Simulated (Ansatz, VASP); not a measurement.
# AsN (wurtzite type (invented)): VASP beside Ansatz, part 3 of 3

One calculation is typed for both programs; each brings its own data sets. How far apart do they land? The cell is generated by rule, not measured, and may not be a known phase. The cell is taken from a series of runs on this material, whose earlier steps may have relaxed, scaled, displaced or heated it; both programs get it as it stands.

VASP 6.6.1 and Ansatz 0.2.0.

So far: Set-up; VASP: zone-centre phonons, PBEsol.

## 3. Ansatz: zone-centre phonons, PBEsol

Level of this step: Ansatz beside VASP: Kohn-Sham DFT, plane waves, PBEsol (Ansatz).

Ansatz runs on its default PAW (the set named soft_2) files.

The same cell, functional and mesh now go to Ansatz, which takes its cutoff from its data sets.

Input file input.yaml:

```yaml
crystal:
  lattice:
    - [3.8166050102, 0.0, 0.0]
    - [-1.9083025051, 3.3052768951, 0.0]
    - [0.0, 0.0, 4.7070178974]
  atoms:
    - { symbol: As, position: [0.3333333333, 0.6666666667, -0.0123581314] }
    - { symbol: As, position: [0.6666666667, 0.3333333333, 0.4876418686] }
    - { symbol: "N", position: [0.3333333333, 0.6666666667, 0.3873581314] }
    - { symbol: "N", position: [0.6666666667, 0.3333333333, 0.8873581314] }
kpoints:
  mp_grid: { grid: [12, 12, 8] }
hamiltonian:
  xc: pbesol
scf:
  occupations: { method: fixed }
output:
  eigenvalues: true
phonons:
  method: dfpt
  dielectric: true
  rigid_motions: translations
```

The run is started by

```bash
$ ansatz run input.yaml --threads 2 --pin off --max-ram 5120MiB --backend cpu --events-out ev --progress --plain --runs-dir out
```

Numbers of over 12 decimals in the logs are rounded to 6 here.

The log of the run:

```text
Engine: ansatz 0.2.0, aarch64-unknown-linux-gnu
Pseudopotentials: kind: paw
Pseudopotential: As, paw, valence charge 15, recommended cutoff 420 eV (normal), As.paw.azcp
Pseudopotential: N, paw, valence charge 5, recommended cutoff 420 eV (normal), N.paw.azcp
Functional definition: PBEsol
  exchange = pbesol_x
  correlation = pbesol_c
Crystal: 4 atoms, lattice volume = 59.379 Å³
Basis set: ecut = 420 eV, 1143 PW (Γ), exchange–correlation on 54×54×64 points (8 copies of the dense FFT grid, shifted against one another)
Bands: 24, of which v1, the nominal top of the filled ones, is band 20 counted from 1 (19 counted from 0)
Symmetry: 12 space group operations
k-points: 320 of 1152 (irreducible under 2 space group operations, time reversal used)
Non-local potential: As, projectors of the file, l = 0: 2, l = 1: 2, l = 2: 3, l = 3: 1
Non-local potential: N, projectors of the file, l = 0: 2, l = 1: 2, l = 2: 1
PAW form: soft (Blöchl's): semilocal exchange-correlation on the pseudo side does not see the compensation charge
PAW frozen core: As, regenerated for the run's functional, and the local potential with it (the file was generated under x = pbe(κ = 0.804, μ = 0.219515), c = pbe(β = 0.066725))
PAW frozen core: N, regenerated for the run's functional, and the local potential with it (the file was generated under x = pbe(κ = 0.804, μ = 0.219515), c = pbe(β = 0.066725))
PAW one-centre angular grid: As, 590 points (default); XC on 64 Gauss nodes
PAW one-centre angular grid: N, 110 points (default); XC on 64 Gauss nodes
Initial density: superposition of atomic densities (neutral atoms: chi_scale 0, normalization atom), corrected by the library's trained network
Initial wavefunctions: pseudopotential atomic-orbital guess
Functional: x = pbesol(κ = 0.804, μ = 0.123457), c = pbesol(β = 0.046)
SCF iter   1: F=—  HF=-10379.785855 eV  |F-HF|=—  |Δ(HF+E_count)|=         —  Δρ=8.60e-3  dr2=3.92e-2  ethr=1.77e-3  ⟨swp⟩=4.2  Hψ=28869  notcnv=0  defer=355
preconditioner: auto → Resta (q_TF=auto, 2.554 Å⁻¹)  ε∞=5.5  [insulator: Δε(μ)=0.370 eV  Ē_g=10.174 eV  n_scr=20 (ndim 8)  ℏωp=21.6 eV  f_vac=0.042  ε∞_Penn≈5.5]
SCF iter   2: F=—  HF=-10379.778918 eV  |F-HF|=—  |Δ(HF+E_count)|=   6.94e-3  Δρ=2.90e-3  dr2=4.03e-3  ethr=9.80e-5  ⟨swp⟩=2.0  Hψ=12393  notcnv=0  defer=634
SCF iter   3: F=—  HF=-10379.778858 eV  |F-HF|=—  |Δ(HF+E_count)|=   6.03e-5  Δρ=1.60e-3  dr2=1.20e-3  ethr=1.01e-5  ⟨swp⟩=2.1  Hψ=10397  notcnv=0  defer=636
SCF iter   4: F=—  HF=-10379.779253 eV  |F-HF|=—  |Δ(HF+E_count)|=   3.95e-4  Δρ=4.28e-4  dr2=1.58e-4  ethr=3.01e-6  ⟨swp⟩=2.9  Hψ=13602  notcnv=0  defer=636
SCF iter   5: F=—  HF=-10379.779255 eV  |F-HF|=—  |Δ(HF+E_count)|=   2.34e-6  Δρ=1.49e-4  dr2=2.10e-5  ethr=3.95e-7  ⟨swp⟩=2.2  Hψ=13722  notcnv=0
SCF iter   6: F=—  HF=-10379.779265 eV  |F-HF|=—  |Δ(HF+E_count)|=   9.95e-6  Δρ=3.52e-5  dr2=7.72e-7  ethr=5.24e-8  ⟨swp⟩=2.0  Hψ=10394  notcnv=0
SCF iter   7: F=—  HF=-10379.779266 eV  |F-HF|=—  |Δ(HF+E_count)|=   1.14e-6  Δρ=6.42e-6  dr2=2.26e-8  ethr=1.93e-9  ⟨swp⟩=2.1  Hψ=13695  notcnv=0
SCF iter   8: F=—  HF=-10379.779266 eV  |F-HF|=—  |Δ(HF+E_count)|=   1.65e-8  Δρ=1.18e-6  dr2=6.87e-10  ethr=5.65e-11  ⟨swp⟩=2.0  Hψ=14078  notcnv=0
SCF iter   9: F=-10379.779266 eV  HF=-10379.779266 eV  |F-HF|=2.91e-11  |Δ(HF+E_count)|=  9.06e-10  Δρ=1.99e-7  dr2=1.89e-11  ethr=1.00e-12  ⟨swp⟩=7.0  Hψ=41127  notcnv=0
SCF 1 converged in 9 iterations: F = -10379.779266 eV  dr2 = 1.89e-11
  greatest PAW one-centre occupation: 1.000 electrons in one spin orbital (limit 2), on the As atom at site 1 (counted from 0), in its partial waves of l = 2
NSCF: frozen V_eff on 132 k-points
DFPT response loops at Γ: preconditioner auto → Resta (q_TF=auto, 2.554 Å⁻¹)  ε∞=11.6 (no band partly filled); β = 1.00, the filter's whole step (`scf.mixing.beta` (0.50) is not read by the response loops at its default; to damp them type it under 1.00, their step now; it binds the ground state too); Broyden in place of MSR1
── the response to a field inside a basis, on 12×12×8 k-points: an SCF that follows is theirs, and a resumed run solves both again ──
Bands: 21, of which v1, the nominal top of the filled ones, is band 20 counted from 1 (19 counted from 0)
k-points: 168 of 1152 (irreducible under 4 space group operations, time reversal used)
Initial density: handed on by an earlier stage of this run
Initial wavefunctions: pseudopotential atomic-orbital guess (no wavefunctions were taken with the density)
Eigensolver: Dense (168 Hₖ)
SCF iter   1: F=—  HF=-10379.776870 eV  |F-HF|=—  |Δ(HF+E_count)|=         —  Δρ=2.38e-4  dr2=7.48e-6  ethr=1.00e-1
preconditioner: auto → Resta (q_TF=auto, 2.554 Å⁻¹)  ε∞=6.7  [insulator: Δε(μ)=0.426 eV  Ē_g=9.002 eV  n_scr=20 (ndim 8)  ℏωp=21.6 eV  f_vac=0.052  ε∞_Penn≈6.7]
SCF iter   2: F=—  HF=-10379.776871 eV  |F-HF|=—  |Δ(HF+E_count)|=   9.64e-7  Δρ=1.20e-4  dr2=3.01e-6  ethr=1.87e-8
SCF iter   3: F=—  HF=-10379.776872 eV  |F-HF|=—  |Δ(HF+E_count)|=   9.96e-7  Δρ=5.89e-5  dr2=4.98e-7  ethr=7.52e-9
SCF iter   4: F=-10379.776872 eV  HF=-10379.776872 eV  |F-HF|=5.41e-9  |Δ(HF+E_count)|=   2.84e-7  Δρ=7.52e-6  dr2=2.81e-8  ethr=1.25e-9
SCF 1 converged in 4 iterations: F = -10379.776872 eV  dr2 = 2.81e-8
  greatest PAW one-centre occupation: 0.999 electrons in one spin orbital (limit 2), on the As atom at site 1 (counted from 0), in its partial waves of l = 2
DFPT response loops at Γ: preconditioner auto → Resta (q_TF=auto, 2.554 Å⁻¹)  ε∞=11.9 (no band partly filled); β = 1.00, the filter's whole step (`scf.mixing.beta` (0.50) is not read by the response loops at its default; to damp them type it under 1.00, their step now; it binds the ground state too); Broyden in place of MSR1
SCF converged after 9 iterations
Free energy (F): -10379.779266 eV
Harris-Foulkes:  -10379.779266 eV  (|F-HF|=2.91e-11)
Internal energy: -10379.779266 eV  (E = F + TS)
E sigma→0 (E₀):  -10379.779266 eV
Fermi energy:    10.004649 eV
--- Per-component energies (eV) ---
  E_band       = -488.670777
  E_kinetic    = 455.975559
  E_local      = -3838.344961  (includes V_loc(G=0)·N_el)
  E_nonlocal   = -1243.172395
  E_hartree    = 2007.554677
  E_xc         = -274.632831
  E_vxc        = -307.810459  (∫ρ·V_xc dr)
  E_paw        = -3826.755264  (= ΣΔE_a)
  E_vpaw       = 429.572029  (= ΣTr[D̂ρ^β])
  E_aug_tail   = 0.000181  (compensation charges beyond the density's cutoff)
  E_ewald      = -3662.393288
  E_core_change = 1.989055  (= ΣΔE_core)
  E_smearing   = -0.000000  (= −TS)
  E_closure    = 0.000000  (closes the sum)
  Σ components = -10379.779266   (vs F -10379.779266, Δ=0.00e0)
--- Band table (eV; the first three rows and the last of 320) ---
  k-point 0: bands = [... 16 lower, 4.6727, 6.1288, 7.1098, 7.1098, 10.6114, 10.6114, 13.5017, 13.5017]
  k-point 1: bands = [... 16 lower, 4.9172, 6.6509, 6.9883, 6.9883, 10.6728, 10.6728, 13.3190, 13.3190]
  k-point 2: bands = [... 16 lower, 5.6121, 6.6583, 6.6583, 7.5100, 10.8701, 10.8701, 12.8548, 12.8548]
  k-point 319: bands = [... 16 lower, 6.2609, 6.2609, 9.2792, 9.2792, 11.4038, 11.4038, 13.5434, 13.5434]
--- Phonons (Γ-DFPT): 4 representative perturbations + reference, on 320 of 1152 k-points (Σ response iterations 14) ---
  k mesh reduced under 2 symmetry operations, with k and −k counted as one. Each operation leaves every solved perturbation unchanged. A smaller set is not considered because the run solves the response to a homogeneous field
  ASR residual: 4.318e-5 → 0.000e0 eV/Å²; symmetrization residual: 7.699e-6 eV/Å²
  ASR residual per site (eV/Å²): 1.05e-5 1.05e-5 4.32e-5 4.32e-5
  Γ frequencies (cm⁻¹): -232.50 -232.50 0.00 0.00 0.00 155.53 155.53 241.50 255.47 255.47 454.35 599.35
  ε∞ (high-frequency dielectric tensor):
       14.819489    -0.000000     0.000000
       -0.000000    14.819489    -0.000000
        0.000000    -0.000000    14.606814
  softest optical mode at Γ: -232.50 cm⁻¹; the repairs (sum rule, projections) moved no ω² at Γ by more than (1.62 cm⁻¹)²
  Born effective charges Z* (e; rows j = field, columns β = displacement):
    site 0:
         2.54419   -0.00000    0.00000
        -0.00000    2.54419    0.00000
         0.00000    0.00000    4.38875
    site 1:
         2.54419   -0.00000    0.00000
        -0.00000    2.54419   -0.00000
         0.00000   -0.00000    4.38875
    site 2:
        -2.54419    0.00000   -0.00000
        -0.00000   -2.54419   -0.00000
        -0.00000    0.00000   -4.38875
    site 3:
        -2.54419   -0.00000   -0.00000
         0.00000   -2.54419    0.00000
        -0.00000   -0.00000   -4.38875
  Z* charge neutrality: 9.015e-3 e pre-enforcement
  solved inside a basis spanned on kpoints, on 12×12×8 k-points, its susceptibility summed on 16×16×10: ε∞ is read to err by 6.1e-2, Z* by 3.0e-2 e (field_mesh: kpoints solves on kpoints); Z* is corrected for what the basis lacks
  optical modes at Γ without the LO–TO term, one row a degenerate level:
      ω (cm⁻¹)  modes    IR ((D/Å)²/amu)
       -232.50      2             0.0000
        155.53      2             0.0000
        241.50      1             0.0000
        255.47      2            50.6188
        454.35      1            75.3119
        599.35      1             0.0000
  optical modes at Γ + LO–TO along q̂ = [1.0000, 0.0000, 0.0000]:
      ω (cm⁻¹)  modes    IR ((D/Å)²/amu)
       -232.50      2             0.0000
        155.53      2             0.0000
        241.50      1             0.0000
[...]
optical modes at Γ + LO–TO along q̂ = [0.0000, 1.0000, 0.0000]:
      ω (cm⁻¹)  modes    IR ((D/Å)²/amu)
[...]
454.35      1            75.3119
        599.35      1             0.0000
  optical modes at Γ + LO–TO along q̂ = [0.0000, 0.0000, 1.0000]:
      ω (cm⁻¹)  modes    IR ((D/Å)²/amu)
       -232.50      2             0.0000
        155.53      2             0.0000
        241.50      1             0.0000
        255.47      2            50.6188
        599.35      1             0.0000
        625.81      1            75.3119
```

## 4. Side by side

Known differences besides the potentials themselves: fixed occupations in Ansatz, narrow Gaussian smearing in VASP; VASP's response is taken on the typed mesh, Ansatz refines its own for the field response alone; the data sets hold 40 valence electrons in Ansatz (on its default PAW (the set named soft_2) files) and 20 in VASP; the cutoff is 420 eV in Ansatz and 600 eV in VASP; Ansatz makes its cores anew for this functional, VASP keeps those of its PBE data sets; VASP's log repeats an internal error in its field response. Total energies have different zeros and are not compared.

The two programs side by side:

| quantity | Ansatz | VASP | difference |
| --- | --- | --- | --- |
| ε∞ xx | 14.82 | 14.84 | -0.12 % |
| ε∞ yy | 14.82 | 14.84 | -0.12 % |
| ε∞ zz | 14.61 | 14.62 | -0.11 % |
| Born charge of As1 (mean of the diagonal) (e) | 3.16 | 3.16 | 0.00 |
| Born charge of N3 (mean of the diagonal) (e) | -3.16 | -3.16 | 0.00 |
| optical mode 1 to 2 (imaginary, printed as negative) (cm⁻¹) | -232.5 | -229.1 | -3.4 |
| optical mode 3 to 4 (cm⁻¹) | 155.5 | 152.7 | +1.88 % |
| optical mode 5 (cm⁻¹) | 241.5 | 242.8 | -0.53 % |
| optical mode 6 to 7 (cm⁻¹) | 255.5 | 260.7 | -2.02 % |
| optical mode 8 (cm⁻¹) | 454.4 | 473.8 | -4.11 % |
| optical mode 9 (cm⁻¹) | 599.4 | 616.0 | -2.70 % |

Modes are paired by rising frequency, not by their patterns, so a pair may set unlike modes beside each other; they are those without the splitting of longitudinal modes.

## 5. Summary of results

| Item | Value |
| --- | --- |
| r.m.s. difference of the optical zone-centre modes, each program's sorted by frequency (zone-centre phonons, PBEsol) | 9.1 cm⁻¹ |
| difference in optical mode 8 (zone-centre phonons, PBEsol) | -4.1 % |

In words: The r.m.s. difference of the optical zone-centre modes, each program's sorted by frequency is 9.1 cm⁻¹ (zone-centre phonons, PBEsol). The data sets hold unlike numbers of valence electrons (40 in Ansatz and 20 in VASP), so part of the differences comes from the potentials. Among the rows given in per cent, the largest difference of the zone-centre phonons, PBEsol pair is in optical mode 8, -4.1 %. How closely two codes agree says nothing of how well the functional describes the real material.

[Lines on the potential files, build, host, timing and source positions are cut from VASP's logs without a mark.]

[Logs are printed without paths, hosts, clocks, repeated set-up lines and the standing remarks that a program may print on its own settings, such as how far it seeks lower states.]

[Hosts, paths, dates, database ids (printed as entryN), source tags and the programs' standing remarks are cut or masked in the printed files.]
